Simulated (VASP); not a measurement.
Method: r2SCAN meta-GGA, VASP's PBE PAW potentials (set 64) (plane waves; VASP).

A VASP calculation is set up with these files.

### INCAR
```
! general
SYSTEM  = TiO2
PREC    = Accurate
ENCUT   = 520   ! plane-wave cut-off (eV)
LREAL   = .FALSE.
LASPH   = .TRUE.   ! aspherical one-centre terms

! electronic loop
EDIFF   = 1E-6
NELM    = 100   ! most electronic steps
ALGO    = Normal   ! blocked Davidson
LMAXMIX = 4
LMIXTAU = .TRUE.

! smearing
ISMEAR  = 0   ! Gaussian
SIGMA   = 0.05   ! width (eV)

! functional
METAGGA = R2SCAN

! ions
IBRION  = 2
NSW     = 60   ! most ionic steps
ISIF    = 3
EDIFFG  = -0.02   ! ionic stop

! output
LWAVE   = .FALSE.
LCHARG  = .FALSE.
```

### POSCAR
```
TiO2
1.0
 -4.3483491082   4.3483493379   1.8889843858
  4.3483491082  -4.3483493379   1.8889843858
  4.3483493379   4.3483491082  -1.8889843858
Ti O
4 8
Cart
  0.0254506111   2.5397782029   0.0000000002
  4.3228987268   1.8085709053   1.8889843856
  6.1569202428   0.0254503819  -0.0000000000
 -1.8085709049   4.3228987263   1.8889843858
  1.3118683022   4.3389788637   0.0000000000
  3.0364810357   0.0093702445   1.8889843858
  4.3577195828   1.3118680729  -0.0000000002
 -0.0093702449   3.0364810353   1.8889843860
  2.9596741521  -2.9437215019   1.8889843858
  1.3886751858   7.2920706101   0.0000000000
  2.9437215023   2.9596741526   1.8889843856
  1.4046278356   1.3886749556   0.0000000002
```

### KPOINTS
```
Automatic mesh
0
Gamma
6 6 6
0 0 0
```

POTCAR, in this order: Ti_sv O (PBE.64 set). Program: vasp_std.

What VASP printed:

OSZICAR:
```
       N       E                     dE             d eps       ncg     rms          rms(c)
DAV:   1     0.152547241593E+04    0.15255E+04   -0.49195E+04  4176   0.201E+03
DAV:   2     0.132815975934E+03   -0.13927E+04   -0.13361E+04  4205   0.626E+02
DAV:   3    -0.174969094235E+03   -0.30779E+03   -0.29773E+03  5306   0.256E+02
DAV:   4    -0.200664458622E+03   -0.25695E+02   -0.25651E+02  6536   0.782E+01
DAV:   5    -0.202190367442E+03   -0.15259E+01   -0.15253E+01  6270   0.151E+01    0.484E+01
DAV:   6    -0.149311153104E+03    0.52879E+02   -0.17572E+02  5672   0.107E+02    0.164E+01
DAV:   7    -0.137380308131E+03    0.11931E+02   -0.18247E+01  5197   0.214E+01    0.760E+00
DAV:   8    -0.140804062198E+03   -0.34238E+01   -0.46466E+00  5091   0.113E+01    0.412E+00
DAV:   9    -0.137609846868E+03    0.31942E+01   -0.22991E+00  4402   0.946E+00    0.759E-01
DAV:  10    -0.139102115208E+03   -0.14923E+01   -0.98603E-01  4687   0.645E+00    0.677E-01
DAV:  11    -0.139072013841E+03    0.30101E-01   -0.44792E-02  4821   0.150E+00    0.522E-01
DAV:  12    -0.139128908149E+03   -0.56894E-01   -0.11090E-01  5664   0.194E+00    0.301E-01
DAV:  13    -0.139123308755E+03    0.55994E-02   -0.29384E-02  4798   0.123E+00    0.242E-01
DAV:  14    -0.139136587259E+03   -0.13279E-01   -0.25213E-02  5408   0.963E-01    0.106E-01
DAV:  15    -0.139142289701E+03   -0.57024E-02   -0.40108E-03  4836   0.444E-01    0.667E-02
DAV:  16    -0.139142296903E+03   -0.72019E-05   -0.63975E-04  5304   0.148E-01    0.376E-02
DAV:  17    -0.139142514129E+03   -0.21723E-03   -0.51445E-04  5423   0.171E-01    0.191E-02
DAV:  18    -0.139142575311E+03   -0.61182E-04   -0.60904E-05  4808   0.515E-02    0.105E-02
DAV:  19    -0.139142574246E+03    0.10650E-05   -0.11170E-05  4216   0.222E-02    0.662E-03
DAV:  20    -0.139142606448E+03   -0.32201E-04   -0.13032E-05  4176   0.256E-02    0.396E-03
DAV:  21    -0.139142606016E+03    0.43194E-06   -0.14753E-06  2776   0.993E-03
   1 F= -.13914261E+03 E0= -.13914261E+03  d E =-.139143E+03
       N       E                     dE             d eps       ncg     rms          rms(c)
DAV:   1    -0.139141111276E+03    0.14952E-02   -0.92658E-02  4945   0.371E+00    0.144E-01
DAV:   2    -0.139142292098E+03   -0.11808E-02   -0.16965E-02  4262   0.746E-01    0.106E-01
DAV:   3    -0.139142634989E+03   -0.34289E-03   -0.14287E-03  5639   0.254E-01    0.563E-02
DAV:   4    -0.139142652182E+03   -0.17194E-04   -0.21117E-04  6157   0.986E-02    0.184E-02
DAV:   5    -0.139142660548E+03   -0.83663E-05   -0.46381E-05  5322   0.498E-02    0.112E-02
DAV:   6    -0.139142666608E+03   -0.60597E-05   -0.16695E-05  6085   0.206E-02    0.887E-03
DAV:   7    -0.139142668307E+03   -0.16994E-05   -0.26349E-06  3200   0.114E-02    0.583E-03
DAV:   8    -0.139142670195E+03   -0.18875E-05   -0.40299E-06  3766   0.118E-02    0.151E-03
DAV:   9    -0.139142670483E+03   -0.28776E-06   -0.76801E-07  2344   0.727E-03
   2 F= -.13914267E+03 E0= -.13914267E+03  d E =-.644670E-04
       N       E                     dE             d eps       ncg     rms          rms(c)
DAV:   1    -0.139142477288E+03    0.19291E-03   -0.15585E-02  4953   0.152E+00    0.590E-02
DAV:   2    -0.139142684548E+03   -0.20726E-03   -0.28529E-03  4250   0.306E-01    0.440E-02
DAV:   3    -0.139142735944E+03   -0.51396E-04   -0.23991E-04  5656   0.103E-01    0.231E-02
DAV:   4    -0.139142736909E+03   -0.96474E-06   -0.33368E-05  6100   0.393E-02    0.695E-03
DAV:   5    -0.139142737247E+03   -0.33882E-06   -0.76978E-06  5008   0.212E-02
   3 F= -.13914274E+03 E0= -.13914274E+03  d E =-.131232E-03
```

### OUTCAR
```
------------------------ aborting loop because EDIFF is reached ----------------------------------------
  FORCE on cell =-STRESS in cart. coord.  units (eV):
  Direction    XX          YY          ZZ          XY          YZ          ZX
  --------------------------------------------------------------------------------------
  Total        0.1407206      0.1407206     -0.0711050      0.0000135      0.0000000      0.0000000
  in kB        1.5785792      1.5785792     -0.7976440      0.0001520      0.0000000      0.0000000
  external PRESSURE =       0.7865048 kB  Pullay stress =       0.0000000 kB
  volume of cell :      142.82
      direct lattice vectors                 reciprocal lattice vectors
    -4.347915547  4.347916060  1.888772404     0.000000007  0.114997627  0.264722207
     4.347915547 -4.347916060  1.888772404     0.114997627 -0.000000007  0.264722207
     4.347916060  4.347915547 -1.888772404     0.114997634  0.114997620  0.000000000
 POSITION                                       TOTAL-FORCE (eV/Angst)
 -----------------------------------------------------------------------------------
      0.02539      2.53834      0.00000        -0.005042      0.006564      0.000000
      4.32253      1.80958      1.88877         0.005042     -0.006564      0.000000
      6.15750      0.02539      0.00000        -0.006564     -0.005042     -0.000000
     -1.80958      4.32253      1.88877         0.006564      0.005042      0.000000
      1.31202      4.33880     -0.00000         0.014525      0.007484      0.000000
      3.03590      0.00912      1.88877        -0.014525     -0.007484     -0.000000
      4.35703      1.31201     -0.00000        -0.007484      0.014525     -0.000000
     -0.00912      3.03590      1.88877         0.007484     -0.014525      0.000000
      2.95954     -2.94382      1.88877         0.007557     -0.008949      0.000000
      1.38837      7.29173      0.00000        -0.007557      0.008949     -0.000000
      2.94382      2.95954      1.88877         0.008949      0.007557     -0.000000
      1.40410      1.38837      0.00000        -0.008949     -0.007557      0.000000
 -----------------------------------------------------------------------------------
    total drift:                                0.000000     -0.000000     -0.000000
  FREE ENERGIE OF THE ION-ELECTRON SYSTEM (eV)
  ---------------------------------------------------
  free  energy   TOTEN  =      -139.1427372474 eV

  energy  without entropy=     -139.1427372474  energy(sigma->0) =     -139.14273725

 reached required accuracy - stopping structural energy minimisation
```
(Selected blocks of OUTCAR.)

File CONTCAR:
```
TiO2
   1.00000000000000
    -4.3479155467034083    4.3479160604038150    1.8887724036114508
     4.3479155467034083   -4.3479160604038150    1.8887724036114508
     4.3479160604038150    4.3479155467034083   -1.8887724036114508
  Ti              O
     4     8
Direct
     0.2919026235601078    0.0029196219306744    0.2948222453907876
     0.7080973764398922    0.9970803780693256    0.7051777546092125
     0.0029196219306744    0.7080973764398922    0.7110169983705668
     0.9970803780693256    0.2919026235601078    0.2889830016294334
     0.4989513383232854    0.1508786344754029    0.6498299727986883
     0.5010486616767146    0.8491213655245972    0.3501700272013117
     0.1508786344754029    0.5010486616767146    0.6519272962521193
     0.8491213655245972    0.4989513383232854    0.3480727037478807
     0.1614677732762370    0.8403403016954567    0.0018080749717009
     0.8385322267237629    0.1596596983045433    0.9981919250282991
     0.8403403016954567    0.8385322267237629    0.6788725285192215
     0.1596596983045433    0.1614677732762370    0.3211274714807785
```

The structure comes from a computed database's TiO2 entry (I4/m); how it stands against other phases isn't given here. This run relaxes it. Symmetry was kept, so distortions that lower it aren't found. The start is the result of an earlier pass.
